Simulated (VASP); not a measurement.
An input for Ansatz (written as the equivalent of a VASP run, and not itself run):

Ansatz 0.2 input:
```yaml
crystal:
  lattice:
    - [1.5200000, -4.8064230, 0.0000000]
    - [1.5200000, 4.8064230, 0.0000000]
    - [0.0000000, 0.0000000, 4.0149550]
  atoms:
    - { symbol: Cl, position: [0.4229690, 0.6334250, 0.5898690] }
    - { symbol: Cl, position: [0.5641830, 0.3643560, 0.4001070] }
    - { symbol: Cl, position: [0.9194170, 0.1227330, 0.9095800] }
    - { symbol: Cl, position: [0.0934310, 0.8794870, 0.1004440] }
kpoints:
  mp_grid: { grid: [5, 5, 4] }
hamiltonian:
  xc: lda
  pseudopotentials: { kind: paw }
scf:
  occupations: { method: fermi_dirac, width: 0.1 }
  max_iter: 100
output: { forces: true, stress: true, eigenvalues: true }
```

Problem. Translate this input to VASP (INCAR, KPOINTS, POSCAR, choice of POTCAR).

Solution. Several could match; the one computed here: 
File KPOINTS:
```
Automatic
0
G
5 5 4
0 0 0
```

**INCAR**
```
# general
SYSTEM  =  Cl2
PREC    =  Accurate
ENCUT   =  300   # plane-wave cut-off (eV)
LREAL   =  .FALSE.   # projection in real space or not
LASPH   =  .TRUE.   # aspherical one-centre terms

# electronic loop
EDIFF   =  1E-6
NELM    =  100   # most electronic steps
ALGO    =  Normal

# smearing
ISMEAR  =  -1   # Fermi-Dirac
SIGMA   =  0.1   # width (eV)

# ions
ISIF    =  2   # forces and stress, cell fixed

# output
LWAVE   =  .FALSE.
LCHARG  =  .FALSE.
```

File POSCAR:
```
Cl2
1.0
  1.5200000000  -4.8064230000   0.0000000000
  1.5200000000   4.8064230000   0.0000000000
  0.0000000000   0.0000000000   4.0149550000
Cl
4
Cart
  1.6057188800   1.0115405589   2.3682974909
  1.4113792800  -0.9604530888   1.6064116002
  1.5840680000  -3.8292003013   3.6519227689
  1.4788353600   3.7781176377   0.4032781400
```

POTCAR, in this order: Cl (LDA.64 set). Program: vasp_std.

The two are equivalent in intent, not identical: each code has its own PAW files, so the cut-off isn't converted (ENCUT is set for VASP's; basis.ecutwfc is left out, and Ansatz then takes the one that its files recommend); Ansatz stops its SCF on the density residual and VASP on the energy change (EDIFF); Ansatz's lda is the Perdew-Wang form, while the LDA potentials of VASP carry Perdew-Zunger's.

The structure was generated: Cl2 was put into an ordered model structure, which need not be its known phase. The cell was not relaxed at this level, atoms are displaced from their ideal sites. The k-mesh is coarse (spacing up to 0.43 per Å, 2π included), so the numbers may not be converged in it. The run is one of a series of settings (GGA removed, POTCAR Cl (LDA.64 set) against the base run), some of them coarse on purpose.
